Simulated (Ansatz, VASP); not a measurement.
# TaN in two plane-wave programs, part 2 of 2

Wanted: the spread between two codes on one cell, functional and k mesh. The structure shown is the end of the Ansatz relaxation below.

VASP 6.6.1 and Ansatz 0.2.0.

So far. Step 3 (VASP: single point, PBEsol, pair 1): The run ends at a pressure of 4.72 GPa.

### 7. VASP: single point, PBEsol, pair 2

Level of this step: PBEsol; plane waves and PAW (N, Ta_pv) (VASP).

The same cell, functional, mesh and smearing now go to VASP, with its own data sets.

The input, INCAR:

```
SYSTEM = TaN
PREC = Accurate
ENCUT = 600
EDIFF = 1E-06
NELM = 120
ISMEAR = 1
SIGMA = 0.2
LREAL = .FALSE.
ALGO = Normal
GGA = PS
NBANDS = 14
LASPH = .TRUE.
LORBIT = 11
LWAVE = .FALSE.
LCHARG = .FALSE.
ISIF = 2
GGA_COMPAT = .FALSE.
KPAR = 2
```

The input, POSCAR:

```
TaN
1.0
    0.0373490566      2.1937925424      2.1836255682
    2.1937925424      0.0373490566      2.1836255682
    2.2311415990      2.2311415990     -0.0000000001
N Ta
1 1
Direct
    0.0000000000      0.0000000000      0.0000000000
    0.5000000000      0.5000000000      0.5000000000
```

The input, KPOINTS:

```
Automatic mesh
0
Gamma
16 16 16
0 0 0
```

PAW data sets: N and Ta_pv (PBE family, release 64).

The run is started by

```console
mpirun -np 2 vasp_std
```

Numbers of over 12 decimals in the logs are rounded to 6 here.

Log:

```text
[banner, memory and clock lines left out]
running    2 mpi-ranks, on    1 nodes
[...]
[... a notice as in an earlier step ...]

 LDA part: xc-table for (Slater+PW92), standard interpolation
 POSCAR, INCAR and KPOINTS ok, starting setup
[...]
entering main loop
       N       E                     dE             d eps       ncg     rms          rms(c)
DAV:   1     0.967877868219E+02    0.96788E+02   -0.97932E+03 17412   0.135E+03
DAV:   2    -0.226378563231E+02   -0.11943E+03   -0.11278E+03 21300   0.343E+02
DAV:   3    -0.259820496665E+02   -0.33442E+01   -0.33015E+01 20228   0.541E+01
DAV:   4    -0.259999565176E+02   -0.17907E-01   -0.17894E-01 20246   0.407E+00
[...]
DAV:  10    -0.232076032514E+02    0.13841E-03   -0.53007E-04 23730   0.285E-01    0.127E-01
DAV:  11    -0.232075654688E+02    0.37783E-04   -0.67820E-05 19782   0.866E-02    0.186E-02
DAV:  12    -0.232075654062E+02    0.62567E-07   -0.36736E-06 22770   0.201E-02
   1 F= -.23207565E+02 E0= -.23207056E+02  d E =-.152959E-02
```

OUTCAR, selected parts (step 7):

```text
  Total       -0.1159116     -0.1159116      0.1459493     -0.2588353      0.0000000      0.0000000
  in kB       -8.8382047     -8.8382047     11.1285636    -19.7360714      0.0000000      0.0000000
  external PRESSURE =      -2.1826153 kB  Pullay stress =       0.0000000 kB

 POSITION                                       TOTAL-FORCE (eV/Angst)
 -----------------------------------------------------------------------------------
      0.00000      0.00000      0.00000         0.000000     -0.000000      0.000000
      2.23114      2.23114      2.18363        -0.000000      0.000000     -0.000000
 -----------------------------------------------------------------------------------
    total drift:                                0.000000      0.000000      0.000000

  FREE ENERGIE OF THE ION-ELECTRON SYSTEM (eV)
  ---------------------------------------------------
  free  energy   TOTEN  =       -23.2075654062 eV

  energy  without entropy=      -23.2060358153  energy(sigma->0) =      -23.20705554

[... 1 part as in an earlier step ...]

[... 2 further parts left out ...]
[key lines of the parts left out:]
E-fermi :   9.4966
```

The run ends at a pressure of -0.22 GPa.

### 8. Differences

What differs besides the data sets and the points named for the pairs above, as far as they apply: the data sets hold 18 valence electrons in Ansatz (on its PAW soft_1 files) and 16 in VASP. Total energies have different zeros and are not compared.

Both answers:

```tsv
quantity	Ansatz	VASP	difference
pressure (GPa)	-1.32	-0.22	-1.11
```

### 9. Ansatz: relaxation, PBEsol

This run makes the geometry at which the two programs are then compared. The cell compared in this pair holds 21.11 Å³, against 21.01 Å³ for the pair before.

The structure compared here is the end of the Ansatz relaxation.

The input, input.yaml:

```yaml
crystal:
  lattice:
    - [0.0659737472, 2.2089157264, 2.181121037]
    - [2.2089157264, 0.0659737472, 2.181121037]
    - [2.2748894734, 2.2748894734, -1.0e-10]
  atoms:
    - { symbol: "N", position: [0.0, 0.0, 0.0] }
    - { symbol: Ta, position: [0.5, 0.5, 0.5] }
  conventional_axes: [[0, 0, 1], [1, -1, 0], [1, 1, -1]]
kpoints:
  mp_grid: { grid: [16, 16, 16] }
hamiltonian:
  xc: pbesol
  pseudopotentials: { kind: paw, azcp: { folder: soft_1 }, xc_functional: pbe }
scf:
  occupations: { method: methfessel_paxton, width: 0.2 }
output:
  forces: true
  stress: true
  eigenvalues: true
relax:
  adjacent_minimum: "off"
  f_tol: 0.001
  max_steps: 60
  cell: { stress_tol: 0.01, fix: [a, angles] }
```

The run is started by

```console
ansatz run input.yaml --threads 4 --pin off --max-ram 10240MiB --backend cpu --events-out ev --progress --plain --runs-dir out
```

Log:

```text
[...]
Crystal: 2 atoms, lattice volume = 21.266 Å³
Basis set: ecut = 420 eV, 415 PW (Γ), exchange–correlation on 48×48×48 points (8 copies of the dense FFT grid, shifted against one another)
Bands: 13, of which v1, the nominal top of the filled ones, is band 9 counted from 1 (8 counted from 0)
Symmetry: 8 space group operations
[...]
k-points: 621 of 4096
[...]
k-point 620: bands = [... 5 lower, 15.0142, 16.0232, 16.6533, 17.2187, 23.7683, 25.2114, 25.2138, 26.2474, ... 4 higher]
--- Relaxed structure (5 steps of the walk, 5 accepted, 2 SCFs on fresh bases) ---
[...]
cell:  # Å, volume = 21.1142 Å³
    - [0.072526, 2.202363, 2.178904]
    - [2.202363, 0.072526, 2.178904]
    - [2.2748894734, 2.2748894734, -1.5429905863274644e-10]
  atoms:
    - { symbol: N, position: [0, 0, 0] }
    - { symbol: Ta, position: [0.500000, 0.500000, 0.500000] }
[key lines of the parts left out:]
SCF converged after 3 iterations
Free energy (F): -10187.959525 eV
Fermi energy:    21.546376 eV
P = ⅓ Tr σ = -2.8308 GPa (-28.308 kbar)
```

### 10. VASP: single point, PBEsol, pair 3

The same cell, functional, mesh and smearing now go to VASP, with its own data sets.

INCAR is that of step 7.

The input, POSCAR:

```
TaN
1.0
    0.0725259838      2.2023634897      2.1789044448
    2.2023634897      0.0725259838      2.1789044448
    2.2748894734      2.2748894734     -0.0000000002
N Ta
1 1
Direct
    0.0000000000      0.0000000000      0.0000000000
    0.5000000000      0.5000000000      0.5000000000
```

KPOINTS is that of step 7.

The run is started by

```console
mpirun -np 2 vasp_std
```

Log:

```text
[... set-up lines as in an earlier step ...]
 entering main loop
       N       E                     dE             d eps       ncg     rms          rms(c)
DAV:   1     0.969555733702E+02    0.96956E+02   -0.97383E+03 17404   0.135E+03
DAV:   2    -0.225736406714E+02   -0.11953E+03   -0.11239E+03 21090   0.343E+02
DAV:   3    -0.259656277843E+02   -0.33920E+01   -0.33466E+01 20502   0.544E+01
DAV:   4    -0.259846925495E+02   -0.19065E-01   -0.19053E-01 20112   0.413E+00
[...]
DAV:  10    -0.231927258786E+02    0.13345E-03   -0.50133E-04 23632   0.278E-01    0.121E-01
DAV:  11    -0.231926913863E+02    0.34492E-04   -0.60991E-05 19966   0.827E-02    0.167E-02
DAV:  12    -0.231926914138E+02   -0.27465E-07   -0.33220E-06 22506   0.191E-02
   1 F= -.23192691E+02 E0= -.23192432E+02  d E =-.779662E-03
```

Parts of OUTCAR (step 10):

```text
  Total       -0.4200635     -0.4200635      0.1455191     -0.5527262      0.0000000      0.0000000
  in kB      -31.8750286    -31.8750286     11.0421986    -41.9416697      0.0000000      0.0000000
  external PRESSURE =     -17.5692862 kB  Pullay stress =       0.0000000 kB

 POSITION                                       TOTAL-FORCE (eV/Angst)
 -----------------------------------------------------------------------------------
      0.00000      0.00000      0.00000         0.000000     -0.000000      0.000000
      2.27489      2.27489      2.17890         0.000000      0.000000     -0.000000
 -----------------------------------------------------------------------------------
    total drift:                                0.000000      0.000000      0.000000

  FREE ENERGIE OF THE ION-ELECTRON SYSTEM (eV)
  ---------------------------------------------------
  free  energy   TOTEN  =       -23.1926914138 eV

  energy  without entropy=      -23.1919117519  energy(sigma->0) =      -23.19243153

[... 1 part as in an earlier step ...]

[... 2 further parts left out ...]
[key lines of the parts left out:]
E-fermi :   9.4221
```

The run ends at a pressure of -1.76 GPa.

### 11. Differences

What differs besides the data sets and the points named for the pairs above, as far as they apply: the data sets hold 18 valence electrons in Ansatz (on its PAW soft_1 files) and 16 in VASP. Total energies have different zeros and are not compared.

Compared:

```tsv
quantity	Ansatz	VASP	difference
pressure (GPa)	-2.83	-1.76	-1.07
```

### 12. What came out

```yaml
difference_in_pressure_single_point_pbesol_pair_1: -1.2 GPa
difference_in_pressure_single_point_pbesol_pair_2: -1.1 GPa
difference_in_pressure_single_point_pbesol_pair_3: -1.1 GPa
```

What this shows: The difference in pressure is -1.2 GPa (single point, PBEsol, pair 1), beyond the 1 GPa picked in this series as the mark of a large difference. The data sets hold unlike numbers of valence electrons (18 in Ansatz and 16 in VASP), so part of the differences comes from the potentials. Single point, PBEsol, pair 1, VASP with the data sets N and Ta_sv_GW: the difference in pressure goes from -1.2 to -0.35 GPa. What causes the difference of the single point, PBEsol, pair 2 pair stays open here. What causes the difference of the single point, PBEsol, pair 3 pair stays open here. 5 further runs of this series are not shown here. Such differences can come from data sets, numerical settings and the points named under the comparisons, not from the functional's error against experiment.

[Lines on the potential files, build, host, timing and source positions are cut from VASP's logs without a mark.]

[Logs are printed without paths, hosts, clocks, repeated set-up lines and the standing remarks that a program may print on its own settings, such as how far it seeks lower states.]

[Hosts, paths, dates, database ids (printed as entryN), source tags and the programs' standing remarks are cut or masked in the printed files.]
